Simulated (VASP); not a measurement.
Computed with TPSS meta-GGA, VASP's PBE PAW potentials (set 64) (plane waves; VASP).

Input for VASP

**INCAR**
```
ISIF = 2   ! forces and stress, cell fixed
LWAVE = F
ALGO = Normal   ! blocked Davidson
LCHARG = F
LMAXMIX = 4   ! l cut-off of mixed one-centre charges
SIGMA = 0.1   ! width (eV)
ENCUT = 520   ! plane-wave cut-off (eV)
METAGGA = TPSS
ISMEAR = 1   ! Methfessel-Paxton
SYSTEM = CoGa
LASPH = T   ! aspherical one-centre terms
PREC = Accurate
LREAL = F   ! projection in real space or not
LMIXTAU = T
EDIFF = 1E-7   ! SCF stop (eV)
NELM = 100
```

**POSCAR**
```
CoGa
1
    2.8200563737     0.0000000000     0.0000000000
    0.0000000000     2.8200563737     0.0000000000
    0.0000000000     0.0000000000     2.8200563737
Ga Co
1 1
Direct
  0.5000000000   0.5000000000   0.5000000000
  0.0000000000   0.0000000000   0.0000000000
```

KPOINTS:
```
Automatic mesh
0
Gamma
13 13 13
0 0 0
```

POTCAR, in this order: Ga_d Co (PBE.64 set). Program: vasp_std.

**Question.** Predict the energy per atom (σ→0), pressure, band gap (on the k-mesh).

**Answer.** 
- energy per atom (σ→0) = -13.148 eV/atom
- band gap (on the k-mesh) = none (metal, semimetal or under 0.01 eV)
- pressure = 6.40 GPa

### OSZICAR
```
...
DAV:  14    -0.262952053397E+02   -0.18044E-03   -0.12258E-03  3381   0.595E-01    0.934E-02
DAV:  15    -0.262952807470E+02   -0.75407E-04   -0.58262E-04  3584   0.328E-01    0.954E-03
DAV:  16    -0.262952875454E+02   -0.67984E-05   -0.14689E-05  2968   0.464E-02    0.129E-02
DAV:  17    -0.262952870480E+02    0.49742E-06   -0.26811E-06  3660   0.242E-02    0.284E-03
DAV:  18    -0.262952879180E+02   -0.87007E-06   -0.57031E-07  2908   0.904E-03    0.797E-04
DAV:  19    -0.262952883433E+02   -0.42526E-06   -0.17537E-07  1949   0.583E-03    0.766E-04
DAV:  20    -0.262952883160E+02    0.27241E-07   -0.52464E-08  1344   0.369E-03
   1 F= -.26295288E+02 E0= -.26295725E+02  d E =0.130859E-02
```

The compound is CoGa in the CsCl type structure. This cell is one point of a volume scan, at 0.97 of the reference volume. The run is not spin-polarised, so no magnetic state was tried.
